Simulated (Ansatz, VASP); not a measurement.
# TiO2 (Anatase) in two plane-wave programs, part 2 of 2

Wanted: the spread between two codes on one cell, functional and k mesh. The cell is taken from a series of runs on this material, whose earlier steps may have relaxed, scaled, displaced or heated it; both programs get it as it stands.

VASP 6.6.1 and Ansatz 0.2.0.

So far: The structure; VASP: relaxation of cell and atoms, PBE.

### 3. Ansatz: relaxation of cell and atoms, PBE

Level of this step: Ansatz beside VASP: Kohn-Sham DFT, plane waves, PBE (Ansatz).

Ansatz runs on its default PAW (the set named soft_2) files.

The same cell, functional and mesh now go to Ansatz, which takes its cutoff from its data sets.

Contents of input.yaml:

```yaml
crystal:
  lattice:
    - [-1.8996082686, 1.8996082686, 4.8485069459]
    - [1.8996082686, -1.8996082686, 4.8485069459]
    - [1.8996082686, 1.8996082686, -4.8485069459]
  atoms:
    - { symbol: Ti, position: [0.0, 0.0, 0.0] }
    - { symbol: Ti, position: [0.75, 0.25, 0.5] }
    - { symbol: O, position: [0.2064947471, 0.2064947471, 0.0] }
    - { symbol: O, position: [0.9564947471, 0.4564947471, 0.5] }
    - { symbol: O, position: [0.5435052529, 0.0435052529, 0.5] }
    - { symbol: O, position: [0.7935052529, 0.7935052529, 0.0] }
kpoints:
  mp_grid: { grid: [10, 10, 10] }
hamiltonian:
  xc: pbe
scf:
  occupations: { method: fixed }
output:
  forces: true
  stress: true
  eigenvalues: true
relax:
  adjacent_minimum: "off"
  f_tol: 0.001
  max_steps: 60
  cell: { stress_tol: 0.01 }
```

Started as:

```console
> ansatz run input.yaml --threads 8 --pin off --max-ram 14336MiB --backend cpu --events-out ev --progress --plain --runs-dir out
```

Numbers of over 12 decimals in the logs are rounded to 6 here.

Output:

```text
basis.fft_grid_basis auto: the FFT boxes are laid along the combinations [[1, 0, 1], [0, 1, 1], [0, 0, 1]] of the cell's own vectors, 3.799, 3.799 and 5.543 Å long. The dense box has 27×27×40 points. Along the cell's own vectors, as sized, it would have 40×40×40, 2.19 times as many. Of the 16 symmetry operations that the crystal satisfies within crystal.symmetry.tolerance (time reversal apart; of a slab, those that k [...]
Engine: ansatz 0.2.0, x86_64-unknown-linux-gnu
Pseudopotentials: kind: paw
Pseudopotential: Ti, paw, valence charge 12, recommended cutoff 420 eV (normal), Ti.paw.azcp
Pseudopotential: O, paw, valence charge 6, recommended cutoff 420 eV (normal), O.paw.azcp
Functional definition: PBE
  parameter kappa = 0.804
  parameter beta = 0.066725
  exchange = pbe_x(kappa = kappa, mu = beta*pi^2/3)
  correlation = pbe_c(beta = beta)
Crystal: 6 atoms, lattice volume = 69.984 Å³
Basis set: ecut = 420 eV, 1365 PW (Γ), FFT grids on a1+a3, a2+a3, a3, exchange–correlation on 54×54×80 points (8 copies of the dense FFT grid, shifted against one another)
Bands: 30, of which v1, the nominal top of the filled ones, is band 24 counted from 1 (23 counted from 0)
Symmetry: 16 space group operations
Space group: I41/amd (ITA 141), of the structure as read, at distance tolerance 4.1e-5 Å
k-points: 102 of 1000
Non-local potential: Ti, projectors of the file, l = 0: 3, l = 1: 2, l = 2: 3, l = 3: 1
Non-local potential: O, projectors of the file, l = 0: 2, l = 1: 2, l = 2: 1
PAW form: soft (Blöchl's): semilocal exchange-correlation on the pseudo side does not see the compensation charge
PAW one-centre angular grid: Ti, 590 points (default); XC on 64 Gauss nodes
PAW one-centre angular grid: O, 110 points (default); XC on 64 Gauss nodes
Initial density: superposition of atomic densities (neutral atoms: chi_scale 0, normalization atom), corrected by the library's trained network
Initial wavefunctions: pseudopotential atomic-orbital guess
Functional: x = pbe(κ = 0.804, μ = 0.219515), c = pbe(β = 0.066725)
SCF iter   1: F=—  HF=-7277.497933 eV  |F-HF|=—  |Δ(HF+E_count)|=         —  Δρ=3.24e-3  dr2=2.16e-3  ethr=1.77e-3  ⟨swp⟩=3.4  Hψ=11284  notcnv=0  defer=224
preconditioner: auto → Resta (q_TF=auto, 2.562 Å⁻¹)  ε∞=8.0  [insulator: Δε(μ)=2.140 eV  Ē_g=9.507 eV  n_scr=22 (ndim 8)  ℏωp=25.1 eV  f_vac=0.107  ε∞_Penn≈8.0]
SCF iter   2: F=—  HF=-7277.499331 eV  |F-HF|=—  |Δ(HF+E_count)|=   1.40e-3  Δρ=1.74e-3  dr2=6.53e-4  ethr=4.50e-6  ⟨swp⟩=2.1  Hψ=5306  notcnv=0  defer=408
SCF iter   3: F=—  HF=-7277.499967 eV  |F-HF|=—  |Δ(HF+E_count)|=   6.36e-4  Δρ=8.45e-4  dr2=3.33e-4  ethr=1.36e-6  ⟨swp⟩=2.0  Hψ=4695  notcnv=0  defer=408
SCF iter   4: F=—  HF=-7277.500059 eV  |F-HF|=—  |Δ(HF+E_count)|=   9.20e-5  Δρ=1.45e-4  dr2=1.11e-5  ethr=6.93e-7  ⟨swp⟩=2.0  Hψ=4314  notcnv=0  defer=408
SCF iter   5: F=—  HF=-7277.499889 eV  |F-HF|=—  |Δ(HF+E_count)|=   1.70e-4  Δρ=4.49e-5  dr2=1.10e-6  ethr=2.32e-8  ⟨swp⟩=2.5  Hψ=5095  notcnv=0  defer=173
SCF iter   6: F=-7277.499890 eV  HF=-7277.499890 eV  |F-HF|=1.47e-7  |Δ(HF+E_count)|=   9.82e-7  Δρ=1.12e-5  dr2=5.63e-8  ethr=2.08e-10  ⟨swp⟩=8.7  Hψ=15741  notcnv=0
SCF 1 converged in 6 iterations: F = -7277.499890 eV  dr2 = 5.63e-8
  greatest PAW one-centre occupation: 0.999 electrons in one spin orbital (limit 2), on the Ti atom at site 1 (counted from 0), in its partial waves of l = 0
relax step   1: F+E_penalty+E_count = -7277.49988998 eV  Δ(F+E_penalty+E_count) = +0.000e0 eV  max|allowed force component| = 5.664e-4 eV/Å  Δτ_max = 0.0000 Å  P = +0.018 GPa  Ω = 69.984 Å³  (6 SCF iters, dr2 threshold 1.00e-7 eV, accepted)
[...]
relax step   2: F+E_penalty+E_count = -7277.49986549 eV  Δ(F+E_penalty+E_count) = +2.448e-5 eV  max|allowed force component| = 5.530e-4 eV/Å  Δτ_max = 0.0001 Å  P = +0.005 GPa  Ω = 69.990 Å³  energy of the carried Pulay correction = -2.627e-5 eV  (3 SCF iters, dr2 threshold 6.00e-9 eV, accepted)
[...]
relax step   3: F+E_penalty+E_count = -7277.49984805 eV  Δ(F+E_penalty+E_count) = +1.745e-5 eV  max|allowed force component| = 2.475e-4 eV/Å  Δτ_max = 0.0003 Å  P = +0.002 GPa  Ω = 69.994 Å³  energy of the carried Pulay correction = -4.528e-5 eV  (5 SCF iters, dr2 threshold 2.12e-9 eV, accepted)
[...]
relax step   4: F+E_penalty+E_count = -7277.49992395 eV  Δ(F+E_penalty+E_count) = -7.590e-5 eV  max|allowed force component| = 2.623e-4 eV/Å  Δτ_max = 0.0000 Å  P = +0.003 GPa  Ω = 69.994 Å³  stress off target by 7.40e-3 GPa  SCF on the basis re-selected at this cell (its energy is not comparable with the rows above)  (6 SCF iters)
basis re-selected at this cell: Δ(F+E_penalty+E_count) = -7.590e-5 eV, ΔP = +0.001 GPa vs the last step (what re-selecting the basis moved, of the pressure what is left beyond the Pulay correction that the steps carried, after the strain that the cell walked since its last selection, with what the two solves' SCF thresholds leave and, on support functions, any second-order correction that the steps lacked; it is no m [...]
SCF converged after 6 iterations
Free energy (F): -7277.499924 eV
Harris-Foulkes:  -7277.499924 eV  (|F-HF|=0.00e0)
Internal energy: -7277.499924 eV  (E = F + TS)
E sigma→0 (E₀):  -7277.499924 eV
Fermi energy:    6.962972 eV
--- Per-component energies (eV) ---
  E_band       = -471.314116
  E_kinetic    = 1244.861168
  E_local      = -3616.231855  (includes V_loc(G=0)·N_el)
  E_nonlocal   = 196.373862
  E_hartree    = 1401.113374
  E_xc         = -492.099963
  E_vxc        = -623.120750  (∫ρ·V_xc dr)
  E_paw        = -2721.733900  (= ΣΔE_a)
  E_vpaw       = -475.433446  (= ΣTr[D̂ρ^β])
  E_aug_tail   = 0.010155  (compensation charges beyond the density's cutoff)
  E_ewald      = -3289.792765
  E_smearing   = -0.000000  (= −TS)
  E_closure    = 0.000000  (closes the sum)
  Σ components = -7277.499924   (vs F -7277.499924, Δ=0.00e0)
--- Forces (eV/Å), atoms counted from 1 ---
  atom   1  Ti     0.00000000     0.00000000     0.00000000
  atom   2  Ti     0.00000000     0.00000000     0.00000000
  atom   3  O     -0.00000000     0.00000000     0.00026231
  atom   4  O      0.00000000    -0.00000000     0.00026231
  atom   5  O     -0.00000000    -0.00000000    -0.00026231
  atom   6  O      0.00000000    -0.00000000    -0.00026231
  max |Σ_I F_I| component: 6.29e-18 eV/Å
--- Stress (GPa, compression-positive) ---
        0.000812       0.000000       0.000000
        0.000000       0.000812       0.000000
        0.000000      -0.000000       0.007399
  P = ⅓ Tr σ = 0.0030 GPa (0.030 kbar)
--- Band table (eV; the first three rows and the last of 102) ---
  k-point 0: bands = [... 20 lower, 6.1801, 6.1889, 6.5536, 6.5536, 9.0992, 9.7665, 10.9568, 10.9568, ... 2 higher]
  k-point 1: bands = [... 20 lower, 5.9804, 6.0950, 6.2356, 6.6686, 9.5076, 9.8291, 10.5334, 10.7375, ... 2 higher]
  k-point 2: bands = [... 20 lower, 5.4047, 5.8467, 6.3812, 6.7738, 9.8642, 10.0884, 10.2570, 10.5609, ... 2 higher]
  k-point 101: bands = [... 20 lower, 5.7398, 5.7398, 6.8721, 6.8721, 9.4221, 9.4221, 10.6837, 10.6837, ... 2 higher]
--- Relaxed structure (3 steps of the walk, 3 accepted, 1 SCFs on fresh bases) ---
  F+E_penalty+E_count = -7277.49992395 eV   max|allowed force component| = 2.623e-4 eV/Å   (the final SCF, on the basis selected at the relaxed cell)
  cell:  # Å, volume = 69.9940 Å³
    - [-1.899410, 1.899410, 4.850244]
    - [1.899410, -1.899410, 4.850244]
    - [1.899410, 1.899410, -4.850244]
  atoms:
    - { symbol: Ti, position: [0, 0, 0] }
    - { symbol: Ti, position: [0.750000, 0.250000, 0.500000] }
    - { symbol: O, position: [0.206455, 0.206455, 0] }
    - { symbol: O, position: [0.956455, 0.456455, 0.500000] }
    - { symbol: O, position: [0.543545, 0.043545, 0.5] }
    - { symbol: O, position: [0.793545, 0.793545, 0] }
```

In the SCF lines HF is the Harris–Foulkes energy and dr2 the Hartree energy of the density residual, in eV; the loop may stop once dr2 is under the threshold and the program's other checks hold. Hψ counts applications of the Hamiltonian.

### 4. Comparison

Known differences besides the potentials themselves: fixed occupations in Ansatz, narrow Gaussian smearing in VASP; the cutoff is 420 eV in Ansatz and 600 eV in VASP; Ansatz adds a Pulay correction to the stress that steers its cell, VASP none. Total energies have different zeros and are not compared.

Compared:

| quantity | Ansatz | VASP | difference |
| --- | --- | --- | --- |
| volume (Å³) | 69.99 | 70.14 | -0.20 % |
| edge a after relaxation, in the typed setting (Å) | 5.544 | 5.547 | -0.05 % |

### 5. Results

```
difference in volume (relaxation of cell and atoms, PBE) : -0.20 %
```

In words: The difference in volume is -0.20 % (relaxation of cell and atoms, PBE), within the 1.2 % picked in this series as the mark of a large difference, as far as the stopping tolerances let one tell. Such differences can come from data sets, numerical settings and the points named under the comparisons, not from the functional's error against experiment.

[Lines on the potential files, build, host, timing and source positions are cut from VASP's logs without a mark.]

[Logs are printed without paths, hosts, clocks, repeated set-up lines and the standing remarks that a program may print on its own settings, such as how far it seeks lower states.]

[Hosts, paths, dates, database ids (printed as entryN), source tags and the programs' standing remarks are cut or masked in the printed files.]
